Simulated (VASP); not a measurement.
Energy against volume of RuAl (CsCl type). Calculation: PW91 GGA, VASP's PBE PAW potentials (set 64) (plane waves; VASP). Settings: 520 eV cut-off, 12×12×12 Γ-centred mesh, first-order Methfessel-Paxton smearing of 0.10 eV, potentials Al Ru_pv.

| V (Å³/atom) | E (eV/atom) |
|---|---|
| 12.770 | -7.07150 |
| 13.178 | -7.09765 |
| 13.585 | -7.10554 |
| 13.993 | -7.09792 |

Problem. Fit these four points and predict the energy of the run at 14.401 Å³/atom.

Solution. A cubic in V^(−2/3), the third-order Birch-Murnaghan form, passes through the four points with V0 = 13.58 Å³/atom and B0 = 203 GPa, and gives -7.0771 eV/atom there. The run gave -7.0771 eV/atom, -0.1 meV/atom from the fit; all five points give B0 = 203 GPa.

The compound is RuAl in the CsCl type structure. It was relaxed first.
